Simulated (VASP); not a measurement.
The input files of a VASP run:

**KPOINTS**
```
Automatic mesh
0
gamma
  12 12 12
```

File POSCAR:
```
GeSn
1
    0.0000000000     2.6738247284     2.6738247284
    2.6738247284    -0.0000000000     2.6738247284
    2.6738247284     2.6738247284    -0.0000000000
Ge Sn
1 1
Direct
  0.0000000000   0.0000000000   0.0000000000
  0.5000000000   0.5000000000   0.5000000000
```

INCAR:
```
SYSTEM = GeSn
PREC = Accurate
ENCUT = 500
EDIFF = 1E-6
NELM = 100
ALGO = Normal
LREAL = .FALSE.
LASPH = .TRUE.
ISMEAR = 1
SIGMA = 0.1
GGA = PS
LMAXMIX = 4
LWAVE = .FALSE.
LCHARG = .FALSE.
IBRION = 2
ISIF = 3
NSW = 40
EDIFFG = -0.02
PSTRESS = 300
```

POTCAR, in this order: Ge_d Sn_d (PBE.64 set). Program: vasp_std.

Write an equivalent input for Quantum ESPRESSO's pw.x.

One equivalent input (not run):
```
&CONTROL
  calculation = 'vc-relax'
  pseudo_dir = './pseudo'
  outdir = './out'
  tprnfor = .true.
  tstress = .true.
  nstep = 40
  forc_conv_thr = 0.00078
/
&SYSTEM
  ibrav = 0
  nat = 2
  ntyp = 2
  ecutwfc = 78
  occupations = 'smearing'
  smearing = 'methfessel-paxton'
  degauss = 0.00735
  input_dft = 'pbesol'
/
&ELECTRONS
  conv_thr = 7.3e-08
  electron_maxstep = 100
/
&IONS
/
&CELL
  press = 300
/
ATOMIC_SPECIES
  Ge 72.630 Ge.upf
  Sn 118.710 Sn.upf
CELL_PARAMETERS angstrom
     0.0000000    2.6738247    2.6738247
     2.6738247   -0.0000000    2.6738247
     2.6738247    2.6738247   -0.0000000
ATOMIC_POSITIONS crystal
  Ge   0.0000000  0.0000000  0.0000000
  Sn   0.5000000  0.5000000  0.5000000
K_POINTS automatic
  12 12 12 0 0 0
```
The two are equivalent in intent, not identical: the potentials are each code's own (VASP's PAW set, PseudoDojo norm-conserving files in pw.x), so ENCUT and ecutwfc are chosen apart and not converted; conv_thr bounds pw.x's estimated SCF error, while EDIFF bounds the energy change between steps; forc_conv_thr acts on force components and is met together with etot_conv_thr.

The structure was generated: GeSn was put into the rock salt type (Fm-3m), which need not be its known phase. This run relaxes it under an external pressure of 30 GPa. Symmetry was kept, so distortions that lower it aren't found.
